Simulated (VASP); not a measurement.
A convergence study with VASP on Au (fcc): one setting is varied, all else stays as given below, so the limit is that of these other settings. The cell's lengths are 1 % over those of the tabulated start, so it is off equilibrium.

```
Au
1.0
    0.00000     2.06040     2.06040
    2.06040     0.00000     2.06040
    2.06040     2.06040     0.00000
Au
1
Direct
  0.00000   0.00000   0.00000
```

These are PBE GGA, VASP's PBE PAW potentials (set 64) (plane waves; VASP) values and carry that method's errors. The tightest run used: 1000 eV cut-off, 17×17×17 Γ-centred mesh, first-order Methfessel-Paxton smearing of 0.10 eV, potentials Au.

```json
[
 {"setting": "ENCUT = 150", "E (eV/atom)": "-2.6156", "pressure (GPa)": "-214.49", "plane waves": "78"},
 {"setting": "ENCUT = 200", "E (eV/atom)": "-3.1280", "pressure (GPa)": "-22.45", "plane waves": "125"},
 {"setting": "ENCUT = 250", "E (eV/atom)": "-3.2227", "pressure (GPa)": "3.48", "plane waves": "169"},
 {"setting": "ENCUT = 300", "E (eV/atom)": "-3.2189", "pressure (GPa)": "3.08", "plane waves": "216"}
]
```

Problem. These are the cheaper rows. Estimate the results at ENCUT = 1000, and how far the last row shown lies from them.

Solution. 
```csv
quantity,tightest run,last row shown is off by
E (eV/atom),-3.2134,-0.0055
pressure (GPa),3.85,-0.77
```

Left out are rungs that failed or repeat a setting and relaxations that didn't move; long series are thinned to 24 rows.

The compound is Au in the fcc structure. The cell was not relaxed at this level.
